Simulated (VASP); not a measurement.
```
CELL_PARAMETERS angstrom
      0.00000     1.76194     1.76194
      1.76194     0.00000     1.76194
      1.76194     1.76194     0.00000
ATOMIC_POSITIONS crystal
  Cu 0.00000 0.00000 0.00000
```

These are revTPSS meta-GGA, VASP's PBE PAW potentials (set 64) (plane waves; VASP 6.6.1) values and carry that method's errors. Settings: 520 eV cut-off, 17×17×17 Γ-centred mesh, first-order Methfessel-Paxton smearing of 0.10 eV, potentials Cu.

### Question
Give the stress tensor in GPa (positive for a compressed cell).

### Answer

```
5.35  0.00  0.00
0.00  5.35  0.00
0.00  0.00  5.35
```
The pressure is its mean diagonal, 5.35 GPa.

The compound is Cu in the fcc structure. This cell is one point of a volume scan, at 0.97 of the reference volume.
